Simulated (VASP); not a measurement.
Output of a VASP run:

**OSZICAR**
```
...
DAV:  13    -0.284566295191E+02   -0.10002E-03   -0.73986E-05  4449   0.883E-02    0.267E-02
DAV:  14    -0.284566605653E+02   -0.31046E-04   -0.19856E-05  4415   0.417E-02    0.209E-02
DAV:  15    -0.284566661801E+02   -0.56147E-05   -0.23586E-06  3876   0.159E-02    0.205E-02
DAV:  16    -0.284566648669E+02    0.13132E-05   -0.26292E-06  4197   0.174E-02    0.230E-03
DAV:  17    -0.284566650325E+02   -0.16561E-06   -0.16609E-07  2151   0.578E-03
   1 F= -.22534393E+02 E0= -.22534357E+02  d E =-.225344E+02
       N       E                     dE             d eps       ncg     rms          rms(c)
DAV:   1    -0.286160786778E+02   -0.15941E+00   -0.27031E-01  4389   0.337E+00    0.555E-01
DAV:   2    -0.286142254725E+02    0.18532E-02   -0.70137E-03  4693   0.753E-01    0.302E-01
DAV:   3    -0.286123512852E+02    0.18742E-02   -0.35990E-03  4235   0.580E-01    0.812E-02
DAV:   4    -0.286135429697E+02   -0.11917E-02   -0.41386E-04  4418   0.186E-01    0.747E-02
DAV:   5    -0.286135493088E+02   -0.63391E-05   -0.10003E-04  4317   0.132E-01    0.416E-02
DAV:   6    -0.286136076190E+02   -0.58310E-04   -0.49175E-05  4197   0.103E-01    0.347E-03
DAV:   7    -0.286136147251E+02   -0.71061E-05   -0.25730E-06  4546   0.230E-02    0.216E-03
DAV:   8    -0.286136148961E+02   -0.17101E-06   -0.47054E-08  2155   0.236E-03
   2 F= -.22529513E+02 E0= -.22529368E+02  d E =0.488000E-02
       N       E                     dE             d eps       ncg     rms          rms(c)
DAV:   1    -0.285137616689E+02    0.99853E-01   -0.11998E-01  4461   0.228E+00    0.373E-01
DAV:   2    -0.285129912612E+02    0.77041E-03   -0.29202E-03  4704   0.493E-01    0.201E-01
DAV:   3    -0.285121633087E+02    0.82795E-03   -0.15649E-03  4191   0.382E-01    0.602E-02
DAV:   4    -0.285126901763E+02   -0.52687E-03   -0.18457E-04  4460   0.124E-01    0.540E-02
DAV:   5    -0.285127137261E+02   -0.23550E-04   -0.47688E-05  4320   0.879E-02    0.270E-02
DAV:   6    -0.285127299888E+02   -0.16263E-04   -0.18211E-05  4211   0.649E-02    0.186E-03
DAV:   7    -0.285127323236E+02   -0.23348E-05   -0.81778E-07  2859   0.129E-02    0.125E-03
DAV:   8    -0.285127321859E+02    0.13767E-06   -0.22807E-08  2138   0.168E-03
   3 F= -.22536195E+02 E0= -.22536149E+02  d E =-.180144E-02
       N       E                     dE             d eps       ncg     rms          rms(c)
DAV:   1    -0.285113075953E+02    0.14247E-02   -0.74186E-03  4289   0.524E-01    0.318E-02
DAV:   2    -0.285113363168E+02   -0.28722E-04   -0.21075E-04  4706   0.118E-01    0.177E-02
DAV:   3    -0.285113465777E+02   -0.10261E-04   -0.11695E-05  5477   0.333E-02    0.466E-03
DAV:   4    -0.285113473999E+02   -0.82222E-06   -0.13329E-06  2864   0.119E-02
   4 F= -.22536490E+02 E0= -.22536441E+02  d E =-.295598E-03
       N       E                     dE             d eps       ncg     rms          rms(c)
DAV:   1    -0.285081818012E+02    0.31648E-02   -0.25890E-02  4287   0.978E-01    0.599E-02
DAV:   2    -0.285082794268E+02   -0.97626E-04   -0.72993E-04  4714   0.220E-01    0.331E-02
DAV:   3    -0.285083165913E+02   -0.37165E-04   -0.47618E-05  5416   0.676E-02    0.867E-03
DAV:   4    -0.285083193750E+02   -0.27837E-05   -0.67131E-06  4470   0.267E-02    0.228E-03
DAV:   5    -0.285083213351E+02   -0.19601E-05   -0.38237E-06  4292   0.208E-02    0.128E-03
DAV:   6    -0.285083221127E+02   -0.77758E-06   -0.76382E-07  2224   0.963E-03
   5 F= -.22536701E+02 E0= -.22536640E+02  d E =-.505979E-03
```

### OUTCAR
```
------------------------ aborting loop because EDIFF is reached ----------------------------------------
  FORCE on cell =-STRESS in cart. coord.  units (eV):
  Direction    XX          YY          ZZ          XY          YZ          ZX
  --------------------------------------------------------------------------------------
  Total        5.9886835      5.9743300      5.9756651      0.0000000      0.0000000      0.0043930
  in kB      300.8571591    300.1360743    300.2031448      0.0000000      0.0000000      0.2206946
  external PRESSURE =       0.3987927 kB  Pullay stress =     300.0000000 kB
  volume of cell :       31.89
      direct lattice vectors                 reciprocal lattice vectors
     3.076020287 -1.781199367 -0.126842241     0.157558936 -0.280709734 -0.120981123
     3.076020287  1.781199367 -0.126842241     0.157558936  0.280709734 -0.120981123
     2.166140757  0.000000000  2.821058567     0.014168532  0.000000000  0.343597605
 POSITION                                       TOTAL-FORCE (eV/Angst)
 -----------------------------------------------------------------------------------
      2.06419      0.00000      0.63710         0.015664      0.000000      0.004835
      6.25400      0.00000      1.93027        -0.015664     -0.000000     -0.004835
 -----------------------------------------------------------------------------------
    total drift:                               -0.000000     -0.000000      0.000000
  FREE ENERGIE OF THE ION-ELECTRON SYSTEM (eV)
  ---------------------------------------------------
  free  energy   TOTEN  =       -28.5083221127 eV

  energy  without entropy=      -28.5081404649  energy(sigma->0) =      -28.50826156
  enthalpy is  TOTEN    =       -22.5367006822 eV   P V=        5.9716214305

 reached required accuracy - stopping structural energy minimisation
```
(Selected blocks of OUTCAR.)

### POSCAR
```
As
1
    3.0857957814    -1.7701034563    -0.1171160968
    3.0857957814     1.7701034563    -0.1171160968
    2.1815885767     0.0000000000     2.8124232992
As
2
Direct
  0.2476874224   0.2476874224   0.2476874427
  0.7523125776   0.7523125776   0.7523125573
```

### Question
Reconstruct the remaining input files.

### Answer
Several could match; the one computed here: the input of the run itself, r2SCAN meta-GGA, plane waves, VASP's PBE PAW potentials (set 64).

INCAR:
```
! general
SYSTEM  = As
PREC    = Accurate
ENCUT   = 500
LREAL   = .False.
LASPH   = .True.

! electronic loop
EDIFF   = 1E-6
NELM    = 100
ALGO    = Normal
LMAXMIX = 4
LMIXTAU = .True.

! smearing
ISMEAR  = 1
SIGMA   = 0.1

! functional
METAGGA = R2SCAN

! ions
IBRION  = 2
NSW     = 40
ISIF    = 3
EDIFFG  = -0.02
PSTRESS = 300

! output
LWAVE   = .False.
LCHARG  = .False.
```

KPOINTS:
```
Automatic mesh
0
gamma
  13 13 13
```

POTCAR, in this order: As (PBE.64 set). Program: vasp_std.

The compound is As in the a7 structure. This run relaxes it under an external pressure of 30 GPa. Symmetry was kept, so distortions that lower it aren't found.
